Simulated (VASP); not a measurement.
# Be3Ag in VASP: further runs, part 2 of 2

VASP 6.6.1. Earlier steps stand in the parts before.

## 5. Single point, PBE

INCAR reads:

```
PREC = Accurate
ENCUT = 520
EDIFF = 1E-6
ISMEAR = -1
SIGMA = 0.0741
LREAL = Auto
LASPH = True
NELM = 100
ALGO = Normal
ISIF = 2
LWAVE = False
LCHARG = False
GGA = PE
NBANDS = 58
ISYM = 0
```

KPOINTS reads:

```
Automatic mesh
0
Gamma
  1 1 1
  0.25 0.25 0.25
```

POSCAR reads:

```
Be3Ag
1.0
    5.9946500000      0.0085350000     -0.1640780000
    0.0085350000      5.8394660000      0.0032650000
   -0.1640780000      0.0032650000      6.0504030000
Be Ag
15 5
Direct
    0.5630397406      0.6128628505      0.8020451592
    0.6197641668      0.2488545581      0.7223834767
    0.4278255515      0.8122609072      0.4929733985
    0.4799789939      0.6123209520      0.1947929362
    0.7611797554      0.3928498021      0.0395921061
    0.0885788154      0.3667624799      0.2257116353
    0.9527670174      0.3714844782      0.6567085217
    0.3292493150      0.4786549663      0.5603232976
    0.5314244574      0.9688978275     -0.0197944483
    0.9699725507      0.1205681470      0.9668267554
    0.2229695523      0.9472154254      0.2170547548
    0.2097146823      0.1113574634      0.6067270203
    0.6976758925      0.5191799882      0.4488352499
    0.0828908007      0.7403578582      0.4251105734
    0.8944305219      0.1164593359      0.3463103419
    0.3337867877      0.2731579616      0.9557428171
    0.8081577261      0.8954830439      0.6369328045
    0.2438908083      0.7705762025      0.8152701869
    0.8387031769      0.7453916525      0.1244890689
    0.5174007935      0.1951567669      0.3361957709
```

Run with:

```bash
$ cat potpaw_PBE.64/Be/POTCAR potpaw_PBE.64/Ag/POTCAR > POTCAR
$ mpirun -np 1 vasp_std > vasp.out
```

Wall time 32 s (1 thread of Intel Xeon Platinum 8488C (Sapphire Rapids), shared host); peak memory 0.31 GiB.

The run converged. Its results:

| Property | Result |
| --- | --- |
| Free energy | -65.0360 eV |
| Pressure | 6.8 GPa |
| Largest force | 2.969 eV/Å |
| Band gap on the k mesh | none (metal or under the smearing width) |

Forces on the atoms (eV/Å):
```
Be   1.877 -0.340  0.125
Be   0.761 -0.130 -0.551
Be   0.838  0.745 -0.345
Be  -1.641  0.330 -0.832
Be  -0.807 -1.499  0.407
Be   0.303  0.560  0.786
Be   0.386  0.006  0.111
Be  -0.156 -0.786 -0.582
Be   1.156 -0.788  0.215
Be  -0.239 -0.382 -0.179
Be   0.066  0.918 -1.024
Be  -0.658 -0.332 -0.983
Be   0.790  0.587  0.654
Be  -0.357 -0.914  1.304
Be   0.608 -0.141 -0.313
Ag  -1.152  2.178 -1.657
Ag  -0.074 -0.075  1.089
Ag  -2.261 -0.320  1.235
Ag   0.938  0.940 -0.190
Ag  -0.377 -0.561  0.729
```

Stress tensor (GPa, compression positive):
```
 9.88 -3.39  0.09
-3.39  9.49 -1.69
 0.09 -1.69  1.00
```

Levels at points of the mesh, in eV from the Fermi level:
```
           k point  band 39  band 40  band 41  band 42  band 43  band 44  band 45  band 46  band 47  band 48
(0.25, 0.25, 0.25)    -1.50    -1.31    -1.14    -0.38     0.00     0.80     1.42     2.13     2.46     2.99
```

## 6. Molecular dynamics, PBE

INCAR reads:

```
SYSTEM = Be3Ag
PREC = Accurate
ENCUT = 520
EDIFF = 1E-5
ISMEAR = -1
SIGMA = 0.0741
LREAL = Auto
LASPH = .True.
NELM = 100
ALGO = Fast
ISIF = 2
LWAVE = .False.
LCHARG = .False.
GGA = PE
ISYM = 0
IBRION = 0
NSW = 40
POTIM = 1.5
TEBEG = 860.0
TEEND = 860.0
NELMIN = 4
RANDOM_SEED = 60161 0 0
MDALGO = 3
LANGEVIN_GAMMA = 30 30
```

KPOINTS is that of step 5.

POSCAR reads:

```
Be3Ag
1.0
    5.9946500000      0.0085350000     -0.1640780000
    0.0085350000      5.8394660000      0.0032650000
   -0.1640780000      0.0032650000      6.0504030000
Be Ag
15 5
Direct
    0.6592662020      0.5334537617      0.7613427483
    0.6235588173      0.1826418433      0.8162378434
    0.4648314881      0.8252020611      0.5247972493
    0.4238710628      0.6107540917      0.1731940511
    0.6874669891      0.3377699552      0.1186149667
    0.0266566079      0.4176263383      0.2996426916
    0.9477075985      0.3408261052      0.6674149775
    0.3395380807      0.4834607309      0.5750136868
    0.5522996832      0.9923865289      0.1067270498
    0.9478475001      0.1324187263      0.9915459523
    0.1723938384      0.9392980144      0.2117667825
    0.1655548096      0.0657486465      0.5343379047
    0.7451735344      0.5961566082      0.4055859013
    0.0975942483      0.7222704947      0.4844174368
    0.8954632158      0.0508356734      0.3530223459
    0.2813680893      0.2991607454      0.9300909765
    0.8099604877      0.8885472371      0.6814007314
    0.2759086284      0.7848252568      0.8689019488
    0.8583522740      0.6956256968      0.0862590820
    0.5247596684      0.2140588992      0.4198227827
```

Potentials or basis: VASP PAW PBE potentials, release 64 (Be, Ag).

Run with:

```bash
$ cat potpaw_PBE.64/Be/POTCAR potpaw_PBE.64/Ag/POTCAR > POTCAR
$ mpirun -np 1 vasp_std > vasp.out
```

Run time: 11 min. Hardware: 1 thread of Intel Xeon Platinum 8488C (Sapphire Rapids), shared host; peak memory 0.36 GiB.

The path:
| step | potential energy change (eV) | largest force (eV/Å) | pressure (GPa) | volume (Å³) | temperature (K) |
| --- | --- | --- | --- | --- | --- |
| 1 | 0.0000 | 2.3309 | 6.64 | 211.64 | 831 |
| 2 | -0.0094 | 2.2810 | 6.54 | 211.64 | 775 |
| 3 | -0.0258 | 2.2013 | 6.50 | 211.64 | 761 |
| 4 | -0.0562 | 2.1305 | 6.43 | 211.64 | 750 |
| 5 | -0.0834 | 2.2297 | 6.37 | 211.64 | 755 |
| 6 | -0.1430 | 2.2931 | 6.28 | 211.64 | 722 |
| 7 | -0.2117 | 2.2491 | 6.18 | 211.64 | 700 |
| 8 | -0.2940 | 2.1627 | 6.05 | 211.64 | 783 |
| 9 | -0.3813 | 2.0607 | 5.93 | 211.64 | 929 |
| 10 | -0.4316 | 2.0846 | 5.86 | 211.64 | 1110 |
| 11 | -0.4288 | 2.3903 | 5.85 | 211.64 | 1168 |
| 12 | -0.3909 | 2.6706 | 5.89 | 211.64 | 1130 |
| 13 | -0.3355 | 2.8722 | 5.93 | 211.64 | 1125 |
| 14 | -0.2322 | 3.0569 | 6.08 | 211.64 | 1125 |
| 15 | -0.1398 | 3.1872 | 6.21 | 211.64 | 1088 |
| 16 | -0.0781 | 3.1828 | 6.26 | 211.64 | 1085 |
| 17 | -0.0578 | 3.0200 | 6.26 | 211.64 | 1124 |
| 18 | -0.0694 | 2.7380 | 6.21 | 211.64 | 1091 |
| 19 | -0.0931 | 2.4468 | 6.16 | 211.64 | 1099 |
| 20 | -0.1479 | 2.2509 | 6.06 | 211.64 | 1088 |
| 21 | -0.1595 | 2.3310 | 6.03 | 211.64 | 1043 |
| 22 | -0.1957 | 2.3503 | 5.96 | 211.64 | 1016 |
| 23 | -0.2422 | 2.2879 | 5.88 | 211.64 | 991 |
| 24 | -0.3026 | 2.1686 | 5.75 | 211.64 | 986 |
| 25 | -0.3597 | 2.0793 | 5.66 | 211.64 | 953 |
| 26 | -0.4105 | 2.0403 | 5.58 | 211.64 | 1005 |
| 27 | -0.4461 | 2.1119 | 5.55 | 211.64 | 1037 |
| 28 | -0.4394 | 2.1874 | 5.60 | 211.64 | 964 |
| 29 | -0.4328 | 2.2353 | 5.62 | 211.64 | 905 |
| 30 | -0.4760 | 2.2184 | 5.54 | 211.64 | 902 |
| 31 | -0.5439 | 2.1669 | 5.44 | 211.64 | 890 |
| 32 | -0.6142 | 2.1004 | 5.30 | 211.64 | 920 |
| 33 | -0.6442 | 2.2894 | 5.22 | 211.64 | 976 |
| 34 | -0.6527 | 2.4489 | 5.19 | 211.64 | 937 |
| 35 | -0.6728 | 2.5270 | 5.14 | 211.64 | 906 |
| 36 | -0.7067 | 2.5350 | 5.08 | 211.64 | 934 |
| 37 | -0.7294 | 2.5375 | 5.03 | 211.64 | 902 |
| 38 | -0.7326 | 2.4606 | 5.00 | 211.64 | 838 |
| 39 | -0.7233 | 2.3371 | 4.98 | 211.64 | 866 |
| 40 | -0.6906 | 2.1632 | 5.00 | 211.64 | 879 |

## 7. Overview

```csv
task,k mesh,smearing,gap on the mesh (eV),pressure (GPa),largest force (eV/Å)
single point,4 × 4 × 4,fermi-dirac 0.1327 eV,none,7.1,2.36
single point,"1 × 1 × 1, shifted",fermi-dirac 0.0741 eV,none,6.8,2.97
molecular dynamics,"1 × 1 × 1, shifted",fermi-dirac 0.0741 eV,-,-,-
```

Some of these runs hold the atoms at other places in the same cell, which the table doesn't show; runs alike in all that it shows share one row.

Alike in all rows: level PBE; potentials or basis VASP PAW PBE potentials, release 64 (Be, Ag); no spin polarisation; cell as given; cutoff (eV) 520.

Absolute energies hang on the potentials; compare differences alone.
